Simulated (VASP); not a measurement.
**ZnS (Sphalerite): structure and properties in VASP**

What structure and properties does r2SCAN give ZnS (Sphalerite), and how near are they to the measured ones? The steps: full relaxation (r2SCAN), second relaxation, density, ELF and potential (r2SCAN), bands along the symmetry lines (r2SCAN), density of states (r2SCAN), optical spectrum (r2SCAN), band structure (HSE06) and bands along the symmetry lines (TB-mBJ). The start is a cell from a database of measured crystal structures.

Calculated with VASP 6.6.1; r2SCAN; plane waves and PAW (Zn, S), in the first sound run; inputs show where later runs differ.

**What experiment says.**

For ZnS, sphalerite (zinc blende) (untreated commercial multispectral-grade CVD/HIP polycrystalline window), “On the Surface Hardening of Zinc Sulfide Windows by Gallium Sulfide” (2024, pmc:11595366) gives, by powder X-ray diffraction: lattice constant a (cubic a, untreated; bracketed figure appears to be the next digit …) 5.411 Å [commercial polycrystalline ceramic window; bracketed digit ambiguous (next digit or …].

“Electronic, vibrational, and thermodynamic properties of ZnS (zincblende and rocksalt structure)” (2009, arxiv:0911.5022) quotes from earlier work for ZnS, zincblende (literature value, sample not described, 19 K): band gap (direct gap E0 at Gamma) 3.85 eV [literature value at 19 K; includes electron-phonon renormalization, which the paper puts …].

This is a report of a sequence of runs, with most program output left out.

## (1) The structure

Before any relaxation, the start is as follows. The structure is cubic, space group F-43m (No. 216). Conventional cell: a = 5.409 Å, b = 5.409 Å, c = 5.409 Å, α = 90.00°, β = 90.00°, γ = 90.00°. Nearest to Zn lie 4 S at 2.34 Å. S has 4 Zn at 2.34 Å nearest. Farther neighbours and most contacts between anions are not listed.

## (2) Full relaxation (r2SCAN)

Properties are meant for the cell that this level of theory prefers, so cell and atoms are relaxed first (ISIF = 3) until forces and stress are small; EDIFFG sets the threshold. r2SCAN adds the kinetic-energy density, costs more than a GGA and is run with LASPH.

The input, INCAR:

```
SYSTEM = ZnS
PREC = Accurate
ENCUT = 400
EDIFF = 1E-06
NELM = 100
ISMEAR = 0
SIGMA = 0.05
LREAL = .FALSE.
ALGO = Normal
METAGGA = R2SCAN
LASPH = .TRUE.
NBANDS = 15
LORBIT = 11
LWAVE = .FALSE.
LCHARG = .FALSE.
KPAR = 2
IBRION = 2
NSW = 60
ISIF = 3
EDIFFG = -0.01
```

The input, POSCAR:

```
ZnS
1.0
    0.0000000000      2.7046500000      2.7046500000
    2.7046500000      0.0000000000      2.7046500000
    2.7046500000      2.7046500000      0.0000000000
Zn S
1 1
Direct
    0.0000000000      0.0000000000      0.0000000000
    0.2500000000      0.2500000000      0.2500000000
```

The input, KPOINTS:

```
Automatic mesh
0
Gamma
7 7 7
0 0 0
```

The projector-augmented-wave data sets are Zn and S (PBE family, release 64).

Command:

```
$ mpirun -np 2 vasp_std
```

The job ended after 1.9 min (2 MPI ranks of AMD EPYC 7R43, shared host; peak memory 0.25 GiB; 3.7 min of CPU time).

The gap is read on the k-mesh alone, so it is an upper bound where the band edges lie off the mesh. The PAW data sets were made with PBE, which is usual practice but a small mismatch for other functionals. The run keeps the 24 symmetry operations of its start, so it cannot find a distortion of lower symmetry.

The steps of the relaxation:

| step | energy less that of the first step (eV) | largest force (eV/Å) | pressure (GPa) | volume (Å³) |
| --- | --- | --- | --- | --- |
| 1 | 0.0000 | 0.0000 | -1.14 | 39.57 |
| 2 | -0.0022 | 0.0000 | 0.43 | 38.77 |
| 3 | -0.0024 | 0.0000 | 0.08 | 38.94 |

| conventional cell, symmetrised | before | after | change |
| --- | --- | --- | --- |
| a (Å) | 5.409 | 5.381 | -0.5 % |
| b (Å) | 5.409 | 5.381 | -0.5 % |
| c (Å) | 5.409 | 5.381 | -0.5 % |
| volume (Å³/atom) | 19.78 | 19.47 | -1.6 % |

The relaxed structure:

```
Zn S
1.0
     0.00000    2.69027    2.69027
     2.69027    0.00000    2.69027
     2.69027    2.69027    0.00000
Zn S
1 1
Direct
  0.00000 0.00000 0.00000
  0.25000 0.25000 0.25000
```

Numbers from this step:

| Quantity | Value |
| --- | --- |
| electrons | 18 |
| bands | 15 |
| irreducible k-points | 20 |
| symmetry operations | 24 |
| free energy (TOTEN) | -18.86 eV |
| Fermi energy | 2.166 eV |
| pressure | 0.07871 GPa |
| metallic | no |
| valence top at k | 0, 0, 0 |
| conduction bottom at k | 0, 0, 0 |
| least direct gap at k | 0, 0, 0 |
| SCF cycles over all ionic steps | 31 |
| gap on the k-mesh | 2.735 eV |
| least direct gap on the k-mesh | 2.735 eV |

It ends with forces that vanish by symmetry and a pressure of 0.08 GPa. The volume lies -1.6 % from that of the database's start, which holds the thermal and zero-point expansion of its experiment.

## (3) Second relaxation

The basis stayed that of the start cell while the cell moved. A rerun from the cell reached resets it; the error of the finite cutoff stays.

INCAR is that of step 2.

The input, POSCAR:

```
ZnS
1.0
    0.0000000000      2.6902736767      2.6902736767
    2.6902736767      0.0000000000      2.6902736767
    2.6902736767      2.6902736767      0.0000000000
Zn S
1 1
Direct
    0.0000000000      0.0000000000      0.0000000000
    0.2500000000      0.2500000000      0.2500000000
```

KPOINTS is that of step 2.

Command:

```
$ mpirun -np 2 vasp_std
```

Wall time 41 s (2 MPI ranks); peak memory 0.25 GiB; 80 s of CPU time.

Little changed from the start: no atom moved by 0.005 Å and no cell edge by 0.1 %.

Numbers from this step:

```yaml
pressure: 0.06990 GPa
scf_cycles_over_all_ionic_steps: 15
gap_on_the_k_mesh: 2.734 eV
least_direct_gap_on_the_k_mesh: 2.734 eV
```

It ends with forces that vanish by symmetry and a pressure of 0.07 GPa. The volume moved by under 0.01 %: the run met its threshold at the first step.

## (4) Density, ELF and potential (r2SCAN)

The relaxed cell gets a fresh self-consistent run, on a basis set for its own volume, to fix the density and to check the remaining stress.

INCAR: that of step 3 with these lines changed.

```diff
@@ -14,7 +14,5 @@
 LWAVE = .FALSE.
-LCHARG = .FALSE.
-KPAR = 2
-IBRION = 2
-NSW = 60
-ISIF = 3
-EDIFFG = -0.01
+LCHARG = .TRUE.
+ISIF = 2
+LELF = .TRUE.
+LVHAR = .TRUE.
```

POSCAR is that of step 3.

KPOINTS is that of step 3.

Command:

```
$ mpirun -np 2 vasp_std
```

Elapsed: 56 s, on 2 MPI ranks; peak memory 0.2 GiB.

This step gave:

| Quantity | Value |
| --- | --- |
| SCF cycles | 13 |
| bands | 16 |
| Fermi energy | 2.234 eV |
| pressure | 0.002672 GPa |

Valence electrons inside each PAW sphere by angular momentum. Sphere charges, by row:

| atom | s (e) | p (e) | d (e) | tot (e) |
| --- | --- | --- | --- | --- |
| Zn1 | 0.504 | 0.486 | 9.818 | 10.81 |
| S2 | 1.302 | 2.47 | 0 | 3.773 |

Electrostatic potential energy in the ac plane of a cell with a along [110], b along [-110] and c along [001] of the cube at fractional y = 0.000, with atoms of Zn and S within 0.2 Å of it. With pseudopotentials it is smooth inside the atoms' cores, unlike the true potential.

Values in eV, 8 rows by 16 columns, each cell a mean:
```
 -8  -9  -3  -8 -11  -3  -7  -8  -8  -9  -3  -8 -11  -3  -7  -8
 -3  -1 -18 -67 -73 -36  -2  -2  -3  -1 -18 -67 -73 -36  -2  -2
  4   3 -12 -55 -63 -27   1   4   4   3 -12 -55 -63 -27   1   4
  5   5   3  -1  -2   2   4   5   5   5   3  -1  -2   2   4   5
  5   5   5   4   4   4   5   5   5   5   5   4   4   4   5   5
  4   4   4   4   4   4   4   4   4   4   4   4   4   4   4   4
 -6  -2   2   4   4   3   0  -5  -6  -2   2   4   4   3   0  -5
 -6  -9  -1   3   4   1  -8  -7  -6  -9  -1   3   4   1  -8  -7
```
Columns run along a (7.6 Å; values clipped at the 3rd and 97th percentile), rows up along c (5.4 Å), edges of the conventional cell, whose origin can differ from the input's. Atoms in or near the plane, at fractional coordinates: Zn at (0.50, 0.00), Zn at (0.00, 0.00), S at (0.75, 0.75), S at (0.25, 0.75).

ELF in the ac plane of a cell with a along [110], b along [-110] and c along [001] of the cube at fractional y = 0.000, with atoms of Zn and S within 0.2 Å of it. It is the smooth field of the valence electrons, not physical close to the nuclei.

Ten even steps from '_' (0.01) to '@' (0.87), each cell a mean:
```
____::++%%%%%%++::______..--##%%%%##--..__
..::==@@@@@@@@%%==......--##@@@@@@@@**::..
..--##@@%%**%%@@##--..::++@@@@****@@@@++::
..==%%@@**--##@@%%==..::**@@%%====%%@@**::
__--##%%%%##%%%%##--__..++%%%%%%%%@@%%++..
__..++##@@@@@@##==..____--**%%@@@@%%**--__
____..==**##**==..________--**####++--____
______..::--::..____________..::::..______
__________________________________________
__________________________________________
....______________........____________....
......__________............________......
__..................____................__
____..::==++==::..______..::--====--::..__
```
Columns run along a (7.6 Å), rows up along c (5.4 Å), edges of the conventional cell, whose origin can differ from the input's. Atoms in or near the plane, at fractional coordinates: Zn at (0.50, 0.00), Zn at (0.00, 0.00), S at (0.75, 0.75), S at (0.25, 0.75).

Valence density in the ac plane of a cell with a along [110], b along [-110] and c along [001] of the cube at fractional y = 0.000, with atoms of Zn and S within 0.2 Å of it. It is the smooth field of the valence electrons, not physical close to the nuclei.

Values in e/Å³, 8 rows by 16 columns, each cell a mean:
```
 8  2  0  1  1  1  1  5  8  2  0  1  1  1  1  5
 0  0  1  1  1  1  0  0  0  0  1  1  1  1  0  0
 0  0  1  1  1  1  0  0  0  0  1  1  1  1  0  0
 0  0  0  0  0  0  0  0  0  0  0  0  0  0  0  0
 0  0  0  0  0  0  0  0  0  0  0  0  0  0  0  0
 0  0  0  0  0  0  0  0  0  0  0  0  0  0  0  0
 1  0  0  0  0  0  0  0  1  0  0  0  0  0  0  0
11  2  0  0  0  0  1  8 11  2  0  0  0  0  1  8
```
Columns run along a (7.6 Å), rows up along c (5.4 Å), edges of the conventional cell, whose origin can differ from the input's. Atoms in or near the plane, at fractional coordinates: Zn at (0.50, 0.00), Zn at (0.00, 0.00), S at (0.75, 0.75), S at (0.25, 0.75).

In this run the pressure is 0.00 GPa, small enough to go on.

## (5) Bands along the symmetry lines (r2SCAN)

Levels along the symmetry lines show where the bands peak and cross; KPOINTS_OPT computes them in the converged potential.

The input, INCAR:

```
SYSTEM = ZnS
PREC = Accurate
ENCUT = 400
EDIFF = 1E-06
NELM = 100
ISMEAR = 0
SIGMA = 0.05
LREAL = .FALSE.
ALGO = Normal
METAGGA = R2SCAN
LASPH = .TRUE.
NBANDS = 21
LORBIT = 11
LWAVE = .FALSE.
LCHARG = .FALSE.
KPAR = 2
```

POSCAR is that of step 4.

KPOINTS is that of step 4.

The input, KPOINTS_OPT:

```
Line mode
16
Line-mode
Reciprocal
  0.00000000   0.00000000   0.00000000 GAMMA
  0.50000000   0.00000000   0.50000000 X

  0.50000000   0.00000000   0.50000000 X
  0.50000000   0.25000000   0.75000000 W

  0.50000000   0.25000000   0.75000000 W
  0.37500000   0.37500000   0.75000000 K

  0.37500000   0.37500000   0.75000000 K
  0.00000000   0.00000000   0.00000000 GAMMA

  0.00000000   0.00000000   0.00000000 GAMMA
  0.50000000   0.50000000   0.50000000 L

  0.50000000   0.50000000   0.50000000 L
  0.62500000   0.25000000   0.62500000 U

  0.62500000   0.25000000   0.62500000 U
  0.50000000   0.25000000   0.75000000 W

  0.50000000   0.25000000   0.75000000 W
  0.50000000   0.50000000   0.50000000 L

  0.50000000   0.50000000   0.50000000 L
  0.37500000   0.37500000   0.75000000 K

  0.62500000   0.25000000   0.62500000 U
  0.50000000   0.00000000   0.50000000 X
```

Command:

```
$ mpirun -np 2 vasp_std
```

Elapsed: 4.2 min, on 2 MPI ranks; peak memory 0.27 GiB.

This step gave:

| Quantity | Value |
| --- | --- |
| SCF cycles | 14 |
| bands | 21 |
| Fermi energy | 2.262 eV |
| pressure | 7.86e-4 GPa |
| least gap on mesh and path | 2.734 eV |
| least direct gap on mesh and path | 2.734 eV |

Electronic bands along the path, in eV, zero at the valence-band top; v1 is the highest filled band, c1 the lowest empty one:

| point | v4 | v3 | v2 | v1 | c1 | c2 | c3 | c4 |
| --- | --- | --- | --- | --- | --- | --- | --- | --- |
| Γ | -5.99 | 0.00 | 0.00 | 0.00 | 2.73 | 6.89 | 6.89 | 6.89 |
| 0.53 of the way | -5.94 | -2.78 | -1.41 | -1.41 | 4.78 | 5.11 | 9.43 | 9.43 |
| X | -5.77 | -4.67 | -2.33 | -2.33 | 3.70 | 4.48 | 11.86 | 12.91 |
| 0.47 of the way | -5.68 | -4.68 | -2.58 | -2.57 | 4.49 | 5.22 | 10.52 | 10.84 |
| W | -5.58 | -4.70 | -2.87 | -2.84 | 6.05 | 6.66 | 8.50 | 8.70 |
| 0.47 of the way | -5.61 | -4.72 | -3.13 | -2.33 | 5.28 | 6.52 | 9.02 | 9.55 |
| K | -5.63 | -4.74 | -3.25 | -1.89 | 4.50 | 6.47 | 10.01 | 10.45 |
| 0.47 of the way | -5.95 | -3.35 | -1.94 | -0.59 | 5.21 | 7.07 | 7.44 | 7.96 |
| Γ | -5.99 | 0.00 | 0.00 | 0.00 | 2.73 | 6.89 | 6.89 | 6.89 |
| 0.53 of the way | -5.98 | -3.11 | -0.54 | -0.54 | 4.05 | 7.55 | 7.55 | 7.68 |
| L | -5.78 | -5.49 | -0.91 | -0.91 | 3.84 | 7.38 | 7.38 | 9.47 |
| 0.47 of the way | -5.73 | -5.18 | -2.10 | -1.26 | 4.89 | 6.68 | 8.32 | 9.37 |
| U | -5.63 | -4.74 | -3.25 | -1.89 | 4.50 | 6.47 | 10.01 | 10.45 |
| 0.47 of the way | -5.61 | -4.72 | -3.16 | -2.24 | 5.12 | 6.51 | 9.17 | 9.70 |
| W | -5.58 | -4.70 | -2.87 | -2.84 | 6.05 | 6.66 | 8.50 | 8.70 |
| 0.47 of the way | -5.71 | -4.99 | -2.54 | -1.61 | 5.53 | 6.32 | 8.41 | 9.75 |
| L | -5.78 | -5.49 | -0.91 | -0.91 | 3.84 | 7.38 | 7.38 | 9.47 |
| 0.47 of the way | -5.73 | -5.18 | -2.10 | -1.26 | 4.89 | 6.68 | 8.32 | 9.37 |
| K | -5.63 | -4.74 | -3.25 | -1.89 | 4.50 | 6.47 | 10.01 | 10.45 |
| jump to U | -5.63 | -4.74 | -3.25 | -1.89 | 4.50 | 6.47 | 10.01 | 10.45 |
| 0.47 of the way | -5.71 | -4.68 | -2.76 | -2.20 | 4.07 | 5.10 | 11.01 | 11.76 |
| X | -5.77 | -4.67 | -2.33 | -2.33 | 3.70 | 4.48 | 11.86 | 12.91 |

Of the projections kept (Zn, S), the largest for each band there; the rest of the weight can lie on other orbitals:

| point | v4 | v3 | v2 | v1 | c1 | c2 | c3 | c4 |
| --- | --- | --- | --- | --- | --- | --- | --- | --- |
| Γ | Zn 1.00 | S 0.73 | S 0.73 | S 0.73 | Zn 0.51 | Zn 0.98 | Zn 0.98 | Zn 0.98 |
| X | Zn 0.97 | Zn 0.71 | S 0.71 | S 0.71 | Zn 0.79 | Zn 0.82 | S 0.77 | Zn 0.61 |
| W | Zn 0.97 | Zn 0.58 | S 0.70 | S 0.57 | S 0.58 | Zn 0.55 | Zn 0.77 | Zn 0.78 |
| K | Zn 0.97 | Zn 0.58 | S 0.60 | S 0.70 | Zn 0.79 | Zn 0.52 | S 0.59 | Zn 0.65 |
| Γ | Zn 1.00 | S 0.73 | S 0.73 | S 0.73 | Zn 0.51 | Zn 0.98 | Zn 0.98 | Zn 0.98 |
| L | Zn 0.98 | S 0.53 | S 0.71 | S 0.71 | Zn 0.71 | Zn 0.92 | Zn 0.92 | S 0.77 |

The path finds the gap of the mesh within 0.02 eV, so the mesh comes close to both band edges.

## (6) Density of states (r2SCAN)

Here the states are counted by energy and projected on the atoms. The mesh is finer than in the run before.

INCAR: that of step 5 with these lines changed.

```diff
@@ -5,3 +5,3 @@
 NELM = 100
-ISMEAR = 0
+ISMEAR = -5
 SIGMA = 0.05
@@ -16 +16,2 @@
 KPAR = 2
+NEDOS = 2001
```

POSCAR is that of step 5.

The input, KPOINTS:

```
Automatic mesh
0
Gamma
11 11 11
0 0 0
```

Command:

```
$ mpirun -np 2 vasp_std
```

Wall time 2.2 min (2 MPI ranks); peak memory 0.28 GiB; 4.2 min of CPU time.

Numbers from this step:

* irreducible k-points: 56
* Fermi energy: 1.976 eV
* pressure: -0.02005 GPa
* gap on the k-mesh: 2.735 eV
* least direct gap on the k-mesh: 2.735 eV

The density of states has structure finer than the step of the table below, so its rows give means over 1 eV, whole bins alone (the curve runs from -12.0 to 10.7 eV). Peaks (eV: height): total -6.4: 21.7, -5.9: 24.4, -4.7: 2.97; S p -6.4: 1.12, -4.7: 0.725, -1.0: 0.814, 6.6: 0.393; Zn d -6.4: 18.8, -5.9: 23.5; Zn s -6.5: 0.156, -4.7: 0.625, 4.9: 0.369, 6.6: 0.245; Zn p -2.1: 0.173, 4.9: 0.142, 6.6: 0.250, 7.9: 0.381.

States under -12.0 eV and over 10.7 eV are left out. The density of states by energy, zero at the valence-band top; means over each step; values in states/eV/cell:

| energy (eV) | total | S p | Zn d | Zn s | Zn p |
| --- | --- | --- | --- | --- | --- |
| -8 | 0 | 0 | 0 | 0 | 0 |
| -7 | 0.786 | 0.0517 | 0.637 | 0.0127 | 0.00207 |
| -6 | 9.22 | 0.253 | 8.34 | 0.0606 | 0.0227 |
| -5 | 0.930 | 0.227 | 0.157 | 0.175 | 0.0232 |
| -4 | 0.659 | 0.154 | 0.149 | 0.100 | 0.0189 |
| -3 | 0.999 | 0.326 | 0.131 | 0.0437 | 0.0827 |
| -2 | 1.76 | 0.694 | 0.183 | 0.0308 | 0.161 |
| -1 | 1.47 | 0.660 | 0.173 | 0.0104 | 0.113 |
| 0 | 0.199 | 0.0981 | 0.0283 | 5.5e-4 | 0.00991 |
| 1 | 0 | 0 | 0 | 0 | 0 |
| 2 | 0 | 0 | 0 | 0 | 0 |
| 3 | 0.0137 | 0.00120 | 5.1e-5 | 0.00336 | 1.5e-4 |
| 4 | 0.443 | 0.0318 | 0.0132 | 0.0770 | 0.0297 |
| 5 | 1.58 | 0.156 | 0.0594 | 0.285 | 0.102 |
| 6 | 0.918 | 0.130 | 0.0360 | 0.133 | 0.0698 |
| 7 | 1.19 | 0.136 | 0.0434 | 0.0688 | 0.165 |
| 8 | 1.66 | 0.142 | 0.0594 | 0.0266 | 0.308 |
| 9 | 1.09 | 0.156 | 0.0489 | 0.0218 | 0.152 |
| 10 | 0.914 | 0.112 | 0.0531 | 0.0127 | 0.110 |

The gap on this mesh is 2.73 eV. In the top eV of the valence band the largest shares in the PAW spheres are S p 47 %, Zn d 13 % and Zn p 6 %. The rest lies in smaller channels or between the spheres.

## (7) Optical spectrum (r2SCAN)

LOPTICS sums transitions from filled to empty bands. NBANDS is raised for it.

The input, INCAR:

```
SYSTEM = ZnS
PREC = Accurate
ENCUT = 400
EDIFF = 1E-06
NELM = 100
ISMEAR = 0
SIGMA = 0.05
LREAL = .FALSE.
ALGO = Normal
METAGGA = R2SCAN
LASPH = .TRUE.
NBANDS = 25
LORBIT = 11
LWAVE = .FALSE.
LCHARG = .FALSE.
KPAR = 2
LOPTICS = .TRUE.
NEDOS = 1500
CSHIFT = 0.1
```

POSCAR is that of step 6.

KPOINTS is that of step 6.

Command:

```
$ mpirun -np 2 vasp_std
```

The job ended after 3 min (2 MPI ranks; peak memory 0.34 GiB; 5.7 min of CPU time).

These are independent-particle spectra without excitons or local fields, and fine structure depends on the mesh and on CSHIFT.

Numbers from this step:

- bands: 25
- Fermi energy: 2.155 eV
- pressure: -0.1002 GPa

The imaginary dielectric function, xx has structure finer than the step of the table below, so its rows give means over 0.5 eV, whole bins alone (the curve runs from 0 to 25.0 eV). Peaks (eV: height): 4.69: 4.89, 5.25: 7.14, 6.43: 12.8, 6.92: 13.9, 8.01: 9.27.

Imaginary dielectric function, xx against photon energy; means over each step:

photon energy (eV), imaginary dielectric function, xx and a bar:
```
      0.5        0.0 
      1.0        0.0 
      1.5        0.0 
      2.0        0.1 
      2.5        0.2 #
      3.0        0.5 #
      3.5        1.1 ###
      4.0        1.5 ####
      4.5        3.3 ########
      5.0        4.5 ###########
      5.5        5.4 ##############
      6.0        8.5 #####################
      6.5       11.9 ##############################
      7.0       11.2 ############################
      7.5        6.3 ################
      8.0        8.2 #####################
      8.5        7.4 ###################
      9.0        5.3 #############
      9.5        3.6 #########
     10.0        3.3 ########
     10.5        2.4 ######
     11.0        2.7 #######
     11.5        2.4 ######
     12.0        1.7 ####
     12.5        1.6 ####
     13.0        1.6 ####
     13.5        1.2 ###
     14.0        1.1 ###
     14.5        1.0 ##
     15.0        0.8 ##
     15.5        0.6 ##
     16.0        0.5 #
     16.5        0.5 #
     17.0        0.5 #
     17.5        0.4 #
     18.0        0.4 #
     18.5        0.5 #
     19.0        0.4 #
     19.5        0.4 #
     20.0        0.4 #
     20.5        0.5 #
     21.0        0.3 #
     21.5        0.3 #
     22.0        0.3 #
     22.5        0.3 #
     23.0        0.2 #
     23.5        0.2 
     24.0        0.2 #
     24.5        0.2
```

The real dielectric function, xx by photon energy:

| photon energy (eV) | real dielectric function, xx |
| --- | --- |
| 0 | 5.58 |
| 1 | 5.70 |
| 2 | 6.13 |
| 3 | 7.10 |
| 4 | 8.06 |
| 5 | 9.78 |
| 6 | 11.6 |
| 7 | -1.23 |
| 8 | 0.649 |
| 9 | -2.98 |
| 10 | -1.84 |
| 11 | -1.20 |
| 12 | -1.32 |
| 13 | -1.03 |
| 14 | -0.900 |
| 15 | -0.837 |
| 16 | -0.363 |
| 17 | -0.157 |
| 18 | 0.0464 |
| 19 | 0.0303 |
| 20 | 0.190 |
| 21 | 0.134 |
| 22 | 0.251 |
| 23 | 0.332 |
| 24 | 0.376 |

The mean of ε2 over directions passes 5 % of its top at 3.18 eV, against a least direct gap of 2.73 eV on this mesh, so the first direct transitions are weak, forbidden or few.

## (8) Starting orbitals for the hybrid

A hybrid converges badly from random orbitals, so a cheap semilocal run writes a WAVECAR on the same mesh first.

The input, INCAR:

```
SYSTEM = ZnS
PREC = Accurate
ENCUT = 400
EDIFF = 1E-05
NELM = 100
ISMEAR = 0
SIGMA = 0.05
LREAL = .FALSE.
ALGO = Normal
METAGGA = R2SCAN
LASPH = .TRUE.
NBANDS = 15
LORBIT = 11
LWAVE = .TRUE.
LCHARG = .FALSE.
KPAR = 2
```

POSCAR is that of step 7.

The input, KPOINTS:

```
Automatic mesh
0
Gamma
5 5 5
0 0 0
```

Command:

```
$ mpirun -np 2 vasp_std
```

The job ended after 28 s (2 MPI ranks; peak memory 0.23 GiB; 54 s of CPU time).

A gap read on the k-mesh alone can miss the band edges.

Numbers from this step:

```
SCF cycles                     : 12
bands                          : 15
irreducible k-points           : 10
free energy (TOTEN)            : -18.85 eV
Fermi energy                   : 2.247 eV
pressure                       : -0.1813 GPa
gap on the k-mesh              : 2.732 eV
least direct gap on the k-mesh : 2.732 eV
```

[end of part 1 of 2]

[Lines on the potential files, build, host, timing and source positions are cut from VASP's logs without a mark.]

[Logs are printed without paths, hosts, clocks, repeated set-up lines and the standing remarks that a program may print on its own settings, such as how far it seeks lower states.]

[Hosts, paths, dates, database ids (printed as entryN), source tags and the programs' standing remarks are cut or masked in the printed files.]

[A measured line is paired with the nearest computed mode of its activity, which favours agreement.]
